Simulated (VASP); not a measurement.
Calculation: PBE GGA, VASP's PBE PAW potentials (set 64) (plane waves; VASP).

The input files of a VASP run:

INCAR:
```
SYSTEM = GaAs
PREC = Accurate
ENCUT = 480
EDIFF = 1E-6
NELM = 100
ALGO = Normal
LREAL = .FALSE.
LASPH = .TRUE.
ISMEAR = 0
SIGMA = 0.05
GGA = PE
LMAXMIX = 4
LWAVE = .FALSE.
LCHARG = .FALSE.
IBRION = 2
ISIF = 3
NSW = 60
EDIFFG = -0.01
```

KPOINTS:
```
Automatic
0
G
7 7 7
0 0 0
```

POSCAR:
```
GaAs
1
    0.0000000000     2.8250000000     2.8250000000
    2.8250000000     0.0000000000     2.8250000000
    2.8250000000     2.8250000000     0.0000000000
Ga As
1 1
Direct
  0.0000000000   0.0000000000   0.0000000000
  0.7500000000   0.7500000000   0.7500000000
```

POTCAR, in this order: Ga_d As (PBE.64 set). Program: vasp_std.

### Question
What will the output report for the number of irreducible k-points (NKPTS), largest plane-wave count, number of space-group operations, FFT grid (NGX, NGY, NGZ)?

### Answer

| Quantity | Result |
|---|---|
| number of irreducible k-points (NKPTS) | 20 |
| largest plane-wave count | 1087 |
| number of space-group operations | 24 |
| FFT grid (NGX, NGY, NGZ) | 30 × 30 × 30 |

The compound is GaAs in the zinc blende structure. This run relaxes it. Symmetry was kept, so distortions that lower it aren't found.
